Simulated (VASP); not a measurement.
Energy against volume of C (diamond). These are PBE GGA with D4 dispersion, VASP's PBE PAW potentials (set 64) (plane waves; VASP 6.6.1) values and carry that method's errors. Numerical set-up: 520 eV cut-off, 13×13×13 Γ-centred mesh, Gaussian smearing of 0.050 eV, potentials C.

```tsv
V (Å³/atom)	E (eV/atom)
5.466	-9.29839
5.635	-9.30603
5.804	-9.29959
5.973	-9.28088
```

Question: Fit these four points and predict the energy of the run at 5.297 Å³/atom.

Answer: A cubic in V^(−2/3), the third-order Birch-Murnaghan form, passes through the four points with V0 = 5.64 Å³/atom and B0 = 443 GPa, and gives -9.2746 eV/atom there. The run gave -9.2745 eV/atom, +0.1 meV/atom from the fit; all five points give B0 = 444 GPa.

The compound is C in the diamond structure. It was relaxed first.
